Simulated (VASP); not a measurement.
# A VASP study of ZrTiGe2 (vdW-DF2): structure first, properties next, part 5 of 6

Wanted: the relaxed cell of ZrTiGe2 and its properties. The cell is invented: it takes the structure of a Materials Project entry for ZrTiC2 (space group 166 there), with some of its atoms replaced by other elements, volume scaled by an estimate. It may not be a known or stable phase.

VASP 6.6.1, plane waves and PAW; the level of theory is named at each step.

Still holding for the runs below: The k-mesh is coarse for a metal.

So far. Step 10 (Volume scan with vdW-DF2 (run 3)): The pressure falls from 4.16 to 2.00 GPa. Step 10 (Volume scan with vdW-DF2 (run 3)): The run ends at a pressure of 2.00 GPa, with forces up to 0.018 eV/Å.

**11. Volume scan with vdW-DF2 (run 4)**

Level of this step: vdW-DF2; plane waves and PAW (Zr_sv, Ge_d, Ti_sv); invented cell (VASP).

INCAR

```
SYSTEM = ZrTiGe2
PREC = Accurate
ENCUT = 410
EDIFF = 1E-06
NELM = 100
ISMEAR = 0
SIGMA = 0.05
LREAL = .FALSE.
ALGO = Normal
GGA = ML
AGGAC = 0
LUSE_VDW = .TRUE.
ZAB_VDW = -1.8867
LASPH = .TRUE.
NBANDS = 32
LORBIT = 11
LWAVE = .FALSE.
LCHARG = .FALSE.
KPAR = 2
ISIF = 2
```

POSCAR

```
ZrTiGe2
1.0
    1.9500024149      1.1258346826      6.1886077234
   -1.9500024149      1.1258346826      6.1886077234
    0.0000000000     -2.2516682025      6.1886077109
Zr Ge Ti
1 2 1
Direct
    0.0000000000      0.0000000000      0.0000000000
    0.2444069505      0.2444069505      0.2444069506
    0.7555930495      0.7555930495      0.7555930494
    0.5000000000      0.5000000000      0.5000000000
```

KPOINTS

```
Automatic mesh
0
Gamma
7 7 7
0 0 0
```

Potentials, in the order of the species: Zr_sv, Ge_d and Ti_sv (PBE family, release 64).

Command:

```sh
> mpirun -np 2 vasp_std
```

Log:

```text
[... set-up lines as in an earlier step ...]
 entering main loop
       N       E                     dE             d eps       ncg     rms          rms(c)
DAV:   1     0.566748237606E+03    0.56675E+03   -0.23537E+04  3392   0.326E+03
DAV:   2     0.745602583520E+02   -0.49219E+03   -0.48057E+03  2840   0.801E+02
DAV:   3    -0.992137421259E+01   -0.84482E+02   -0.83613E+02  3952   0.209E+02
DAV:   4    -0.164394465621E+02   -0.65181E+01   -0.64873E+01  4000   0.585E+01
DAV:   5    -0.167527185465E+02   -0.31327E+00   -0.31319E+00  4024   0.109E+01    0.153E+01
DAV:   6    -0.147706816083E+02    0.19820E+01   -0.42449E+01  3984   0.532E+01    0.130E+01
DAV:   7    -0.137578285452E+02    0.10129E+01   -0.39030E+01  3800   0.266E+01    0.597E+00
[... 1 cycle as in an earlier step ...]
DAV:   9    -0.130942726226E+02    0.15179E+00   -0.12395E+00  4152   0.447E+00    0.943E-01
DAV:  10    -0.131187424408E+02   -0.24470E-01   -0.94282E-02  3904   0.168E+00    0.824E-01
DAV:  11    -0.131097748751E+02    0.89676E-02   -0.51675E-02  3736   0.104E+00    0.138E-01
[... 1 cycle as in an earlier step ...]
DAV:  13    -0.131099376776E+02   -0.19856E-04   -0.36640E-04  4344   0.819E-02    0.366E-02
DAV:  14    -0.131099265663E+02    0.11111E-04   -0.22488E-04  3616   0.758E-02    0.126E-02
DAV:  15    -0.131099272351E+02   -0.66880E-06   -0.14095E-05  3064   0.233E-02    0.287E-03
DAV:  16    -0.131099282054E+02   -0.97025E-06   -0.11853E-06  2648   0.616E-03
   1 F= -.13109928E+02 E0= -.13109422E+02  d E =-.101183E-02
```

It took 3 min on 2 MPI ranks of AMD EPYC 9R45, shared host; peak memory 1.8 GiB; 5.9 min of CPU time.

From OUTCAR (step 11):

```text
  Total        0.0154931      0.0154931      0.0523895      0.0000000      0.0000000      0.0000000
  in kB        0.3045048      0.3045047      1.0296768      0.0000000      0.0000001      0.0000000
  external PRESSURE =       0.5462288 kB  Pullay stress =       0.0000000 kB

 POSITION                                       TOTAL-FORCE (eV/Angst)
 -----------------------------------------------------------------------------------
      0.00000      0.00000      0.00000        -0.000000      0.000000      0.000000
      0.00000      0.00000      4.53762        -0.000000      0.000000      0.005950
      0.00000      0.00000     14.02821        -0.000000     -0.000000     -0.005950
      0.00000      0.00000      9.28291         0.000000      0.000000      0.000000
 -----------------------------------------------------------------------------------
    total drift:                                0.000000     -0.000000     -0.000000

  energy  without entropy=      -13.1089163793  energy(sigma->0) =      -13.10942229

[... 3 parts as in an earlier step ...]

[... 1 further part left out ...]
[key lines of the parts left out:]
E-fermi :   7.2743
```

The pressure falls from 2.00 to 0.05 GPa.

The run ends at a pressure of 0.05 GPa, with forces up to 0.0060 eV/Å.

**12. Volume scan with vdW-DF2 (run 5)**

INCAR is that of step 11.

POSCAR

```
ZrTiGe2
1.0
    1.9629167145      1.1332907587      6.2295930749
   -1.9629167145      1.1332907587      6.2295930749
    0.0000000000     -2.2665803470      6.2295930624
Zr Ge Ti
1 2 1
Direct
    0.0000000000      0.0000000000      0.0000000000
    0.2444069505      0.2444069505      0.2444069506
    0.7555930495      0.7555930495      0.7555930494
    0.5000000000      0.5000000000      0.5000000000
```

KPOINTS is that of step 11.

Command:

```sh
> mpirun -np 2 vasp_std
```

Log:

```text
[... set-up lines as in an earlier step ...]
 entering main loop
       N       E                     dE             d eps       ncg     rms          rms(c)
DAV:   1     0.565944924778E+03    0.56594E+03   -0.23336E+04  3280   0.326E+03
DAV:   2     0.733717129177E+02   -0.49257E+03   -0.48158E+03  2856   0.776E+02
DAV:   3    -0.993397243497E+01   -0.83306E+02   -0.82446E+02  3952   0.208E+02
DAV:   4    -0.165360667898E+02   -0.66021E+01   -0.65676E+01  4064   0.579E+01
[...]
DAV:  15    -0.131047932786E+02   -0.30131E-06   -0.17228E-05  3048   0.247E-02    0.287E-03
DAV:  16    -0.131047943550E+02   -0.10763E-05   -0.20894E-06  2736   0.752E-03    0.138E-03
DAV:  17    -0.131047948582E+02   -0.50324E-06   -0.76288E-07  2256   0.478E-03
   1 F= -.13104795E+02 E0= -.13104302E+02  d E =-.986412E-03
```

Elapsed: 3.1 min, on 2 MPI ranks; peak memory 1.8 GiB.

OUTCAR, selected parts (step 12):

```text
  Total       -0.9130496     -0.9130494     -0.8459375      0.0000000     -0.0000001      0.0000000
  in kB      -17.5934477    -17.5934438    -16.3002724      0.0000000     -0.0000011      0.0000000
  external PRESSURE =     -17.1623880 kB  Pullay stress =       0.0000000 kB

 POSITION                                       TOTAL-FORCE (eV/Angst)
 -----------------------------------------------------------------------------------
      0.00000      0.00000      0.00000         0.000000      0.000000     -0.000000
      0.00000      0.00000      4.56767         0.000000      0.000000      0.029078
      0.00000      0.00000     14.12111         0.000000     -0.000000     -0.029078
      0.00000      0.00000      9.34439         0.000000     -0.000000     -0.000000
 -----------------------------------------------------------------------------------
    total drift:                                0.000000      0.000000     -0.000000

  FREE ENERGIE OF THE ION-ELECTRON SYSTEM (eV)
  ---------------------------------------------------
  free  energy   TOTEN  =       -13.1047948582 eV

  energy  without entropy=      -13.1038084463  energy(sigma->0) =      -13.10430165

[... 1 part as in an earlier step ...]

[... 2 further parts left out ...]
[key lines of the parts left out:]
E-fermi :   7.0763
```

The pressure falls from 0.05 to -1.72 GPa, so it vanishes between these two volumes.

**13. Volume scan with vdW-DF2 (run 6)**

INCAR is that of step 12.

POSCAR

```
ZrTiGe2
1.0
    1.9756632841      1.1406499958      6.2700461115
   -1.9756632841      1.1406499958      6.2700461115
    0.0000000000     -2.2812988136      6.2700460989
Zr Ge Ti
1 2 1
Direct
    0.0000000000      0.0000000000      0.0000000000
    0.2444069505      0.2444069505      0.2444069506
    0.7555930495      0.7555930495      0.7555930494
    0.5000000000      0.5000000000      0.5000000000
```

KPOINTS is that of step 12.

Command:

```sh
> mpirun -np 2 vasp_std
```

Log:

```text
[... set-up lines as in an earlier step ...]
 entering main loop
       N       E                     dE             d eps       ncg     rms          rms(c)
DAV:   1     0.578115384393E+03    0.57812E+03   -0.23453E+04  3352   0.322E+03
DAV:   2     0.767727987782E+02   -0.50134E+03   -0.49007E+03  2856   0.805E+02
DAV:   3    -0.979367820548E+01   -0.86566E+02   -0.85690E+02  3968   0.211E+02
DAV:   4    -0.165819114149E+02   -0.67882E+01   -0.67585E+01  4072   0.596E+01
[...]
DAV:  15    -0.130827039450E+02    0.37336E-06   -0.21509E-05  3096   0.261E-02    0.317E-03
DAV:  16    -0.130827050245E+02   -0.10794E-05   -0.32585E-06  2824   0.877E-03    0.141E-03
DAV:  17    -0.130827056509E+02   -0.62644E-06   -0.85219E-07  2352   0.495E-03
   1 F= -.13082706E+02 E0= -.13082221E+02  d E =-.969314E-03
```

It took 3.2 min on 2 MPI ranks; peak memory 1.7 GiB.

Parts of OUTCAR (step 13):

```text
  Total       -1.7711161     -1.7711157     -1.6748545      0.0000000     -0.0000001      0.0000000
  in kB      -33.4711358    -33.4711284    -31.6519522      0.0000000     -0.0000021      0.0000000
  external PRESSURE =     -32.8647388 kB  Pullay stress =       0.0000000 kB

 POSITION                                       TOTAL-FORCE (eV/Angst)
 -----------------------------------------------------------------------------------
      0.00000      0.00000      0.00000         0.000000      0.000000     -0.000000
      0.00000      0.00000      4.59733         0.000000      0.000000      0.050696
      0.00000      0.00000     14.21281         0.000000     -0.000000     -0.050696
      0.00000      0.00000      9.40507        -0.000000     -0.000000      0.000000
 -----------------------------------------------------------------------------------
    total drift:                                0.000000      0.000000     -0.000000

  FREE ENERGIE OF THE ION-ELECTRON SYSTEM (eV)
  ---------------------------------------------------
  free  energy   TOTEN  =       -13.0827056509 eV

  energy  without entropy=      -13.0817363368  energy(sigma->0) =      -13.08222099

[... 1 part as in an earlier step ...]

[... 2 further parts left out ...]
[key lines of the parts left out:]
E-fermi :   6.8850
```

The pressure falls from -1.72 to -3.29 GPa.

The run ends at a pressure of -3.29 GPa, with forces up to 0.051 eV/Å.

**14. Volume scan with vdW-DF2 (run 7)**

A prediction first. A parabola through the 6 pressures of evenly scaled cells so far, P = 0.04 -92.8 t +200 t² GPa with t = ln(V/V₁) and V₁ the volume at scale 1, gives -4.68 GPa at t = +0.0583.

INCAR is that of step 13.

POSCAR

```
ZrTiGe2
1.0
    1.9882474660      1.1479154783      6.3099837877
   -1.9882474660      1.1479154783      6.3099837877
    0.0000000000     -2.2958297711      6.3099837750
Zr Ge Ti
1 2 1
Direct
    0.0000000000      0.0000000000      0.0000000000
    0.2444069505      0.2444069505      0.2444069506
    0.7555930495      0.7555930495      0.7555930494
    0.5000000000      0.5000000000      0.5000000000
```

KPOINTS is that of step 13.

Command:

```sh
> mpirun -np 2 vasp_std
```

Log:

```text
[... set-up lines as in an earlier step ...]
 entering main loop
       N       E                     dE             d eps       ncg     rms          rms(c)
DAV:   1     0.566067235334E+03    0.56607E+03   -0.23524E+04  3328   0.321E+03
DAV:   2     0.733185514248E+02   -0.49275E+03   -0.48189E+03  2840   0.780E+02
DAV:   3    -0.102205970980E+02   -0.83539E+02   -0.82781E+02  4008   0.207E+02
DAV:   4    -0.166325242477E+02   -0.64119E+01   -0.63798E+01  4024   0.578E+01
[...]
DAV:  14    -0.130453216625E+02    0.14069E-04   -0.39716E-04  3704   0.937E-02    0.130E-02
DAV:  15    -0.130453224051E+02   -0.74260E-06   -0.18138E-05  3000   0.231E-02    0.511E-03
DAV:  16    -0.130453232602E+02   -0.85504E-06   -0.47902E-06  2832   0.103E-02
   1 F= -.13045323E+02 E0= -.13044845E+02  d E =-.955787E-03
```

The job ended after 3.2 min (2 MPI ranks; peak memory 1.8 GiB).

OUTCAR, selected parts (step 14):

```text
  Total       -2.5789860     -2.5789854     -2.4552953      0.0000000     -0.0000002      0.0000000
  in kB      -47.8189324    -47.8189219    -45.5254887      0.0000000     -0.0000030      0.0000000
  external PRESSURE =     -47.0544477 kB  Pullay stress =       0.0000000 kB

 POSITION                                       TOTAL-FORCE (eV/Angst)
 -----------------------------------------------------------------------------------
      0.00000      0.00000      0.00000         0.000000      0.000000     -0.000000
      0.00000      0.00000      4.62661         0.000000      0.000000      0.070662
      0.00000      0.00000     14.30334         0.000000     -0.000000     -0.070662
      0.00000      0.00000      9.46498        -0.000000      0.000000     -0.000000
 -----------------------------------------------------------------------------------
    total drift:                                0.000000      0.000000     -0.000000

  FREE ENERGIE OF THE ION-ELECTRON SYSTEM (eV)
  ---------------------------------------------------
  free  energy   TOTEN  =       -13.0453232602 eV

  energy  without entropy=      -13.0443674731  energy(sigma->0) =      -13.04484537

[... 1 part as in an earlier step ...]

[... 2 further parts left out ...]
[key lines of the parts left out:]
E-fermi :   6.6999
```

The pressure falls from -3.29 to -4.71 GPa. The parabola predicted -4.68 GPa, +0.03 GPa off.

**15. Comparing the runs**

Times are for 2 MPI ranks of AMD EPYC 9R45, shared host. Results by setting:

| no. | volume scale | energy above the lowest point (meV/atom) | pressure (GPa) | time | memory (GiB) |
| --- | --- | --- | --- | --- | --- |
| 1 | 0.94 | 26.68 | 6.554 | 2.9 min | 1.7 |
| 2 | 0.96 | 12.14 | 4.157 | 3.1 min | 1.7 |
| 3 | 0.98 | 3.43 | 1.997 | 3.1 min | 1.7 |
| 4 | 1 | 0 | 0.05462 | 3 min | 1.8 |
| 5 | 1.02 | 1.28 | -1.716 | 3.1 min | 1.8 |
| 6 | 1.04 | 6.8 | -3.286 | 3.2 min | 1.7 |
| 7 | 1.06 | 16.14 | -4.705 | 3.2 min | 1.8 |

**16. Fit for vdW-DF2**

This step: Birch-Murnaghan fit, vdW-DF2; plane waves and PAW; invented cell (VASP 6.6.1).

No new run; the numbers come from the runs before.

This step gave:

- pressure derivative of the bulk modulus: 4.361
- r.m.s. error of the fit: 4.73e-6 eV/atom
- minimum inside the sampled range: yes
- bulk modulus: 91.00 GPa
- equilibrium volume of the fit: 20.47 Å³/atom

The energy above the fitted minimum by volume:

| volume (Å³/atom) | energy above the fitted minimum (eV/atom) |
| --- | --- |
| 19.157 | 0.0268 |
| 19.564 | 0.0122 |
| 19.972 | 0.00354 |
| 20.380 | 1.1e-4 |
| 20.787 | 0.00139 |
| 21.195 | 0.00691 |
| 21.602 | 0.0163 |

The fitted volume lies +0.43 % from the relaxed one. At a finite cutoff and mesh the minimum of the energy and the zero of the stress don't quite coincide, and the relaxation stops at a threshold. The atoms bear forces along the scan, since they were held; freeing them would lower the modulus.

(Part 5 of 6 ends here.)

[Lines on the potential files, build, host, timing and source positions are cut from VASP's logs without a mark.]

[Logs are printed without paths, hosts, clocks, repeated set-up lines and the standing remarks that a program may print on its own settings, such as how far it seeks lower states.]

[Hosts, paths, dates, database ids (printed as entryN), source tags and the programs' standing remarks are cut or masked in the printed files.]

[A measured line is paired with the nearest computed mode of its activity, which favours agreement.]
